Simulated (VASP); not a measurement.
Here is a VASP 6.6.1 calculation.

INCAR

```
ALGO     = Normal         # electronic algorithm
EDIFF    = 1E-6           # SCF threshold, eV
ENCUT    = 520            # plane-wave cutoff, eV
GGA      = PS             # functional
ISIF     = 2              # what is computed and relaxed
ISMEAR   = 0              # smearing method
KPAR     = 2            
LASPH    = True           # aspherical terms in the spheres
LCHARG   = False          # write CHGCAR
LREAL    = False          # projectors in reciprocal space
LWAVE    = False          # write WAVECAR
NELM     = 60             # most SCF steps
PREC     = Accurate       # precision mode
SIGMA    = 0.02           # smearing width, eV
```

The input KPOINTS:

```
k-points
0
Gamma
  3 3 2
```

Contents of POSCAR:

```
Ga4AsN3                                 
1.0
   -0.0000000000     -2.3953959814     -2.3953959814
    2.3788172183      4.8017185957     -2.4063226142
    4.7905250484     -2.4136664560      2.4136664560
  Ga              N               As            
     4     3     1
Direct
     0.7705286594200499    0.5410573188401000    0.3016427927242705
     0.5083690685657392    0.0167381371314782    0.5022120077057737
     0.2537535963041983    0.5075071926083966    0.7123947615929923
     0.9697162511710291    0.9394325023420574    0.9891544407541333
     0.9455034490070361    0.8910068980140723    0.3287445354764162
     0.6889753736514365    0.3779507473028731    0.5636700178905421
     0.4301724459362992    0.8603448918725983    0.7933890853552795
     0.1829811559442122    0.3659623118884244    0.0587923585005925
```

File KPOINTS_OPT:

```
path GYFLI,I1ZF1,YX1,XGN,MG
10
line-mode
reciprocal
 0.0000000000  0.0000000000  0.0000000000  G
 0.0000000000 -0.5000000000  1.0000000000  Y

 0.0000000000 -0.5000000000  1.0000000000  Y
 0.0000000000  0.2031250000  1.2812500000  F

 0.0000000000  0.2031250000  1.2812500000  F
 0.0000000000 -0.5000000000  0.5000000000  L

 0.0000000000 -0.5000000000  0.5000000000  L
 0.4687500000 -0.7343750000  0.5000000000  I

 0.5312500000 -0.2656250000 -0.5000000000  I1
 0.0000000000  0.0000000000 -0.5000000000  Z

 0.0000000000  0.0000000000 -0.5000000000  Z
 0.0000000000 -1.2031250000 -0.2812500000  F1

 0.0000000000 -0.5000000000  1.0000000000  Y
 0.3125000000 -0.6562500000  1.0000000000  X1

 0.6875000000 -0.3437500000  0.0000000000  X
 0.0000000000  0.0000000000  0.0000000000  G

 0.0000000000  0.0000000000  0.0000000000  G
 0.5000000000 -0.5000000000  0.5000000000  N

 0.5000000000 -0.5000000000  0.0000000000  M
 0.0000000000  0.0000000000  0.0000000000  G
```

Potentials or basis: VASP PAW PBE potentials, release 64 (Ga_d, N, As).

The run is started by

```console
$ cat potpaw_PBE.64/Ga_d/POTCAR potpaw_PBE.64/N/POTCAR potpaw_PBE.64/As/POTCAR > POTCAR
$ mpirun -np 2 vasp_std > vasp.out
```

**Question.** Predict the pressure.

**Answer.** 0.1 GPa.

**Question.** Predict the largest force.

**Answer.** 0.004 eV/Å.

**Question.** What does it give for the band gap along the path?

**Answer.** None (metal or under the smearing width).

Forces in eV/Å, atoms in the order of the input:
```
Ga   0.002 -0.003  0.003
Ga  -0.003 -0.002  0.002
Ga   0.003 -0.002  0.002
Ga  -0.003  0.000  0.000
N    0.002  0.002 -0.002
N   -0.002  0.000  0.000
N    0.001  0.001 -0.001
As   0.000  0.003 -0.003
```

Caveat: the k mesh is coarse (spacing up to 0.65 Å⁻¹), so the values aren't converged; the PAW data sets were made with another functional, which shifts forces and pressure a little.
